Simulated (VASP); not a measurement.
Here is a VASP 6.6.1 calculation.

Contents of INCAR:

```
PREC = Accurate
ENCUT = 520
EDIFF = 1E-7
ISMEAR = 0
SIGMA = 0.1
LREAL = False
LASPH = True
NELM = 80
ALGO = Normal
ISIF = 3
LWAVE = False
LCHARG = False
IBRION = 2
NSW = 80
EDIFFG = -0.002
```

Contents of KPOINTS:

```
Automatic mesh
0
Gamma
  18 18 18
```

Contents of POSCAR:

```
W
1.0
   -1.5823450000      1.5823450000      1.5823450000
    1.5823450000     -1.5823450000      1.5823450000
    1.5823450000      1.5823450000     -1.5823450000
W
1
Direct
    0.0000000000      0.0000000000      0.0000000000
```

Potentials or basis: VASP PAW LDA potentials, release 64 (W_sv).

Command:

```sh
$ cat potpaw_LDA.64/W_sv/POTCAR > POTCAR
$ mpirun -np 1 vasp_std > vasp.out
```

Q: What does it give for the relaxed cell?

A: a = 2.721 Å, b = 2.721 Å, c = 2.721 Å, α = 109.47°, β = 109.47°, γ = 109.47°.

Q: Predict the space group after relaxing (to 0.05 Å).

A: Im-3m (No. 229).

Step by step:
```
step  energy change (eV)  largest force (eV/Å)  pressure (GPa)  volume (Å³)
   1              0.0000                0.0000           -6.99        15.85
   2              0.1025                0.0000           31.60        14.31
   3             -0.0075                0.0000           -0.26        15.52
   4             -0.0075                0.0000           -0.05        15.51
   5             -0.0075                0.0000            0.11        15.50
   6             -0.0075                0.0000           -0.31        15.52
   7             -0.0075                0.0000            0.00        15.51
```

Spin-orbit coupling is left out, which matters for the levels of W. Zero-point motion and thermal expansion aren't in these numbers.
